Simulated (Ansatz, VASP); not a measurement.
# SrTiO3 (Tausonite): VASP beside Ansatz, part 2 of 2

One calculation is typed for both programs; each brings its own data sets and cutoff. How far apart do they land?

VASP 6.6.1 and Ansatz 0.2.0.

So far: Set-up; Ansatz: band structure, r2SCAN0.

## 3. VASP: band structure, r2SCAN0

Level of this step: r2SCAN0, no spin polarisation; plane waves and PAW (Sr_sv, Ti_sv, O) (VASP).

The same cell, functional, mesh and smearing now go to VASP, with its own data sets and cutoff.

Lines of VASP's logs that name or quote its potential files are left out, and so is its time.

The run reads the wave functions of an earlier VASP run, which isn't shown here.

File INCAR:

```
SYSTEM = SrTiO3
PREC = Accurate
ENCUT = 520
EDIFF = 1E-06
NELM = 100
ISMEAR = 0
SIGMA = 0.02
LREAL = .FALSE.
ALGO = Normal
LHFCALC = .TRUE.
AEXX = 0.25
METAGGA = R2SCAN
LASPH = .TRUE.
NBANDS = 26
PRECFOCK = Fast
HFRCUT = -1
LORBIT = 11
LWAVE = .FALSE.
LCHARG = .FALSE.
KPAR = 8
```

File POSCAR:

```
SrTiO3
1.0
    3.9052800000      0.0000000000      0.0000000000
    0.0000000000      3.9052800000      0.0000000000
    0.0000000000      0.0000000000      3.9052800000
Sr Ti O
1 1 3
Direct
    0.5000000000      0.5000000000      0.5000000000
    0.0000000000      0.0000000000      0.0000000000
    0.5000000000      0.0000000000      0.0000000000
    0.0000000000      0.5000000000      0.0000000000
    0.0000000000      0.0000000000      0.5000000000
```

File KPOINTS:

```
Automatic mesh
0
Gamma
4 4 4
0 0 0
```

File KPOINTS_OPT:

```
Line mode
6
Line-mode
Reciprocal
  0.00000000   0.00000000   0.00000000 GAMMA
  0.00000000   0.50000000   0.00000000 X

  0.00000000   0.50000000   0.00000000 X
  0.50000000   0.50000000   0.00000000 M

  0.50000000   0.50000000   0.00000000 M
  0.00000000   0.00000000   0.00000000 GAMMA

  0.00000000   0.00000000   0.00000000 GAMMA
  0.50000000   0.50000000   0.50000000 R

  0.50000000   0.50000000   0.50000000 R
  0.00000000   0.50000000   0.00000000 X

  0.50000000   0.50000000   0.00000000 M
  0.50000000   0.50000000   0.50000000 R
```

Potentials, in the order of the species: Sr_sv, Ti_sv and O (PBE family, release 64).

Started as:

```sh
mpirun -np 8 vasp_std
```

Numbers of over 12 decimals in the logs are rounded to 6 here.

Log:

```text
[banner, memory and clock lines left out]
running    8 mpi-ranks, on    1 nodes
 distrk:  each k-point on    1 cores,    8 groups
 distr:  one band on    1 cores,    1 groups

 POSCAR found type information on POSCAR SrTiO
 POSCAR found :  3 types and       5 ions
|                                                                             |
|           W    W    AA    RRRRR   N    N  II  N    N   GGGG   !!!           |
|           W    W   A  A   R    R  NN   N  II  NN   N  G    G  !!!           |
|           W    W  A    A  R    R  N N  N  II  N N  N  G       !!!           |
|           W WW W  AAAAAA  RRRRR   N  N N  II  N  N N  G  GGG   !            |
|           WW  WW  A    A  R   R   N   NN  II  N   NN  G    G                |
|           W    W  A    A  R    R  N    N  II  N    N   GGGG   !!!           |
|                                                                             |
|     For optimal performance we recommend to set                             |
|       NCORE = 2 up to number-of-cores-per-socket                            |
|     NCORE specifies how many cores store one orbital (NPAR=cpu/NCORE).      |
|     This setting can greatly improve the performance of VASP for DFT.       |
|     The default, NCORE=1 might be grossly inefficient on modern             |
|     multi-core architectures or massively parallel machines. Do your        |
|     Unfortunately you need to use the default for GW and RPA                |
|     calculations (for HF NCORE is supported but not extensively tested      |
|     yet).                                                                   |
|                                                                             |

|                                                                             |
|               ----> ADVICE to this user running VASP <----                  |
|                                                                             |
|     You enforced a specific xc type in the INCAR file but a different       |
|     [... a line on the potential file left out ...]
|     I HOPE YOU KNOW WHAT YOU ARE DOING!                                     |
|                                                                             |

 LDA part: xc-table for (None), standard interpolation
 found WAVECAR, reading the header
 POSCAR, INCAR and KPOINTS ok, starting setup
 FFT: planning ... GRIDC
 FFT: planning ... GRID_SOFT
 FFT: planning ... GRID
 HFRCUT set to (new)   9.690569
 reading WAVECAR
 the WAVECAR file was read successfully
 initial charge from wavefunction
 entering main loop
       N       E                     dE             d eps       ncg     rms          rms(c)
DAV:   1    -0.691877440879E+02   -0.69188E+02   -0.30571E+00   606   0.180E+01    0.471E+00
DAV:   2    -0.689625566646E+02    0.22519E+00   -0.53572E-01   576   0.111E+01    0.223E+00
DAV:   3    -0.689777101354E+02   -0.15153E-01   -0.16638E-01   686   0.398E+00    0.144E+00
DAV:   4    -0.689758922366E+02    0.18179E-02   -0.18991E-02   652   0.157E+00    0.897E-01
DAV:   5    -0.689753808892E+02    0.51135E-03   -0.87962E-03   656   0.861E-01    0.575E-01
DAV:   6    -0.689753505389E+02    0.30350E-04   -0.45083E-04   704   0.225E-01    0.334E-01
DAV:   7    -0.689752750164E+02    0.75522E-04   -0.33322E-04   754   0.154E-01    0.186E-01
DAV:   8    -0.689752882119E+02   -0.13195E-04   -0.66776E-05   650   0.748E-02    0.113E-01
DAV:   9    -0.689752892318E+02   -0.10199E-05   -0.18548E-05   726   0.508E-02    0.679E-02
DAV:  10    -0.689752923559E+02   -0.31242E-05   -0.35792E-06   564   0.175E-02    0.412E-02
DAV:  11    -0.689752938713E+02   -0.15154E-05   -0.10899E-06   336   0.100E-02    0.248E-02
DAV:  12    -0.689752948973E+02   -0.10260E-05   -0.76232E-07   300   0.724E-03    0.148E-02
DAV:  13    -0.689752954717E+02   -0.57435E-06   -0.31964E-07   288   0.460E-03
   1 F= -.68975295E+02 E0= -.68975295E+02  d E =-.395494E-60
 Start KPOINTS_OPT (optional k-point list driver)
k-point batch [1-10\36]
       N       E                     dE             ncg
DAV:   1    -0.345132751445E+03   -0.69487E+04      520
DAV:   2    -0.486582348400E+04   -0.45207E+04      532
DAV:   3    -0.554327962823E+04   -0.67746E+03      684
DAV:   4    -0.560391826837E+04   -0.60639E+02      692
DAV:   5    -0.560604414882E+04   -0.21259E+01      772
DAV:   6    -0.560611703963E+04   -0.72891E-01      730
DAV:   7    -0.560611901922E+04   -0.19796E-02      772
DAV:   8    -0.560611908520E+04   -0.65977E-04      744
DAV:   9    -0.560611908733E+04   -0.21289E-05      534
DAV:  10    -0.560611908743E+04   -0.10282E-06      446
[...]
k-point batch [31-36\36]
       N       E                     dE             ncg
DAV:   1     0.418996642701E+04   -0.94908E+04      312
DAV:   2     0.151934010705E+04   -0.26706E+04      336
DAV:   3     0.114172441623E+04   -0.37762E+03      416
DAV:   4     0.111312295150E+04   -0.28601E+02      454
DAV:   5     0.111226019634E+04   -0.86276E+00      472
DAV:   6     0.111223793743E+04   -0.22259E-01      406
DAV:   7     0.111223692855E+04   -0.10089E-02      466
DAV:   8     0.111223689064E+04   -0.37902E-04      416
DAV:   9     0.111223688945E+04   -0.11906E-05      326
DAV:  10     0.111223688939E+04   -0.59929E-07      254
```

OUTCAR, selected parts (step 3):

```text
ion  position               nearest neighbor table
   1  0.500  0.500  0.500-   3 2.76   4 2.76   5 2.76   3 2.76   4 2.76   3 2.76   5 2.76   3 2.76
                             4 2.76   5 2.76   4 2.76   5 2.76   2 3.38   2 3.38   2 3.38   2 3.38
   2  0.000  0.000  0.000-   3 1.95   4 1.95   5 1.95   5 1.95   4 1.95   3 1.95   1 3.38   1 3.38
                             1 3.38   1 3.38   1 3.38   1 3.38   1 3.38   1 3.38
   3  0.500  0.000  0.000-   2 1.95   2 1.95   1 2.76   1 2.76   1 2.76   1 2.76
   4  0.000  0.500  0.000-   2 1.95   2 1.95   1 2.76   1 2.76   1 2.76   1 2.76
   5  0.000  0.000  0.500-   2 1.95   2 1.95   1 2.76   1 2.76   1 2.76   1 2.76

  LATTYP: Found a simple cubic cell.
 ALAT       =     3.9052800000

 Subroutine GETGRP returns: Found 48 space group operations
 (whereof 48 operations were pure point group operations)

The static configuration has the point symmetry O_h .

 Found     10 irreducible k-points:

   k-points           NKPTS =     10   k-points in BZ     NKDIM =     64   number of bands    NBANDS=     26

   dimension x,y,z NGX =    30 NGY =   30 NGZ =   30
   dimension x,y,z NGXF=    60 NGYF=   60 NGZF=   60

   ENCUT  =  520.0 eV  38.22 Ry    6.18 a.u.   7.26  7.26  7.26*2*pi/ulx,y,z

   NELECT =      40.0000    total number of electrons

 k-points in reciprocal lattice and weights: Automatic mesh
   0.00000000  0.00000000  0.00000000       0.016
   0.25000000  0.00000000  0.00000000       0.094
   0.50000000  0.00000000  0.00000000       0.047
   0.25000000  0.25000000  0.00000000       0.188
   0.50000000  0.25000000  0.00000000       0.188
   0.50000000  0.50000000  0.00000000       0.047
   0.25000000  0.25000000  0.25000000       0.125
   0.50000000  0.25000000  0.25000000       0.188
   0.50000000  0.50000000  0.25000000       0.094
   0.50000000  0.50000000  0.50000000       0.016

  exchange ACFDT corr.  =         0.00000000  see jH, gK, PRB 81, 115126

 average (electrostatic) potential at core
       1 -32.9289       2 -74.5397       3 -65.2486       4 -65.2486       5 -65.2486

 E-fermi :   2.7610

 k-point     1 :       0.0000    0.0000    0.0000
  band No.  band energies     occupation
    ...
     16       1.2439      2.00000
     17       1.2439      2.00000
     18       2.1376      2.00000
     19       2.1376      2.00000
     20       2.1376      2.00000
     21       6.9148      0.00000
     22       6.9148      0.00000
     23       6.9148      0.00000
     24       9.2466      0.00000
     25       9.2467      0.00000
    ...

 k-point     2 :       0.2500    0.0000    0.0000
  band No.  band energies     occupation
    ...
     16       0.6108      2.00000
     17       0.7242      2.00000
     18       0.7971      2.00000
     19       1.8721      2.00000
     20       1.8721      2.00000
     21       7.0077      0.00000
     22       8.0381      0.00000
     23       8.0381      0.00000
     24       9.2587      0.00000
     25      10.7233      0.00000
    ...

 k-point     3 :       0.5000    0.0000    0.0000
  band No.  band energies     occupation
    ...
     16       0.0045      2.00000
     17       0.0045      2.00000
     18       0.4138      2.00000
     19       1.7095      2.00000
     20       1.7095      2.00000
     21       7.1048      0.00000
     22       9.0364      0.00000
     23       9.0364      0.00000
     24       9.2665      0.00000
     25      11.7774      0.00000
    ...

  energy-cutoff  :      520.00
  volume of cell :       59.56
      direct lattice vectors                 reciprocal lattice vectors
     3.905280000  0.000000000  0.000000000     0.256063586  0.000000000  0.000000000
     0.000000000  3.905280000  0.000000000     0.000000000  0.256063586  0.000000000
     0.000000000  0.000000000  3.905280000     0.000000000  0.000000000  0.256063586

 POSITION                                       TOTAL-FORCE (eV/Angst)
 -----------------------------------------------------------------------------------
      1.95264      1.95264      1.95264         0.000000      0.000000      0.000000
      0.00000      0.00000      0.00000         0.000000      0.000000      0.000000
      1.95264      0.00000      0.00000         0.000000      0.000000      0.000000
      0.00000      1.95264      0.00000         0.000000      0.000000      0.000000
      0.00000      0.00000      1.95264         0.000000      0.000000      0.000000
 -----------------------------------------------------------------------------------
    total drift:                               -0.000001     -0.000003     -0.000008

  FREE ENERGIE OF THE ION-ELECTRON SYSTEM (eV)
  ---------------------------------------------------
  free  energy   TOTEN  =       -68.9752954717 eV

  energy  without entropy=      -68.9752954717  energy(sigma->0) =      -68.97529547

 total charge
# of ion       s       p       d       tot
------------------------------------------
    1        1.996   5.903   0.165   8.064
    2        2.230   6.337   1.567  10.134
    3        1.569   3.552   0.000   5.122
    4        1.569   3.552   0.000   5.122
    5        1.569   3.552   0.000   5.122
--------------------------------------------------
tot          8.934  22.897   1.733  33.563

[... 3 further parts left out ...]
```

This run has no spin polarisation, so a moment on Ti, if there is one, isn't seen. The PAW data sets were made with PBE, which is usual practice but a small mismatch for other functionals.

## 4. Side by side

Known differences besides the potentials themselves: exact exchange at q = 0 is treated differently, which shows on coarse meshes; VASP keeps PBE cores, Ansatz makes them for the functional; the cutoff is 500 eV in Ansatz and 520 eV in VASP; VASP takes a coarser grid for exact exchange (PRECFOCK = Fast). Total energies have different zeros and are not compared.

Compared:

| quantity | Ansatz | VASP | difference |
| --- | --- | --- | --- |
| gap over the path points (eV) | 4.382 | 4.383 | -0.001 |

Levels at points of the path, from each program's valence-band top (eV; 4 filled, then empty):

| k (reciprocal lattice) | Ansatz | VASP |
| --- | --- | --- |
| 0.000 0.000 0.000 | -1.28 -0.37 -0.37 -0.37 4.38 4.38 4.38 | -1.29 -0.39 -0.39 -0.39 4.38 4.38 4.38 |
| 0.000 0.300 0.000 | -2.10 -1.84 -0.69 -0.69 4.50 5.82 5.82 | -2.11 -1.86 -0.72 -0.72 4.51 5.82 5.82 |
| 0.000 0.500 0.000 | -2.52 -2.10 -0.80 -0.80 4.56 6.50 6.50 | -2.53 -2.12 -0.82 -0.82 4.57 6.50 6.50 |
| 0.300 0.500 0.000 | -1.94 -1.67 -1.62 -0.46 5.88 6.51 6.79 | -1.96 -1.69 -1.64 -0.47 5.89 6.52 6.79 |
| 0.500 0.500 0.000 | -1.98 -1.72 -1.72 -0.09 6.52 6.52 7.10 | -2.00 -1.74 -1.74 -0.09 6.52 6.52 7.10 |
| 0.200 0.200 0.000 | -1.61 -1.35 -0.91 -0.90 5.14 5.28 5.58 | -1.62 -1.36 -0.92 -0.92 5.14 5.29 5.58 |
| 0.100 0.100 0.100 | -1.17 -1.04 -0.68 -0.68 4.77 4.83 4.83 | -1.17 -1.06 -0.70 -0.70 4.77 4.83 4.83 |
| 0.400 0.400 0.400 | -3.95 -0.29 -0.29 -0.14 7.07 7.10 7.10 | -3.98 -0.30 -0.30 -0.14 7.08 7.11 7.11 |
| 0.500 0.500 0.500 | -4.07 0.00 0.00 0.00 7.33 7.33 7.33 | -4.10 0.00 0.00 0.00 7.34 7.34 7.34 |
| 0.400 0.500 0.400 | -3.94 -0.24 -0.19 -0.08 7.11 7.19 7.22 | -3.96 -0.25 -0.19 -0.08 7.12 7.20 7.22 |

Among the levels compared at these points, filled levels agree within 29 meV and empty ones within 10 meV.

## 5. Summary of results

```
difference in gap over the path points (band structure, r2SCAN0) : -0.0010 eV
```

**Reading.** The difference in gap over the path points is -0.0010 eV (band structure, r2SCAN0), within the 0.08 eV picked in this series as the mark of a large difference. How closely two codes agree says nothing of how well the functional describes the real material.

[Lines on the potential files, build, host, timing and source positions are cut from VASP's logs without a mark.]

[Logs are printed without paths, hosts, clocks, repeated set-up lines and the standing remarks that a program may print on its own settings, such as how far it seeks lower states.]

[Hosts, paths, dates, database ids (printed as entryN), source tags and the programs' standing remarks are cut or masked in the printed files.]
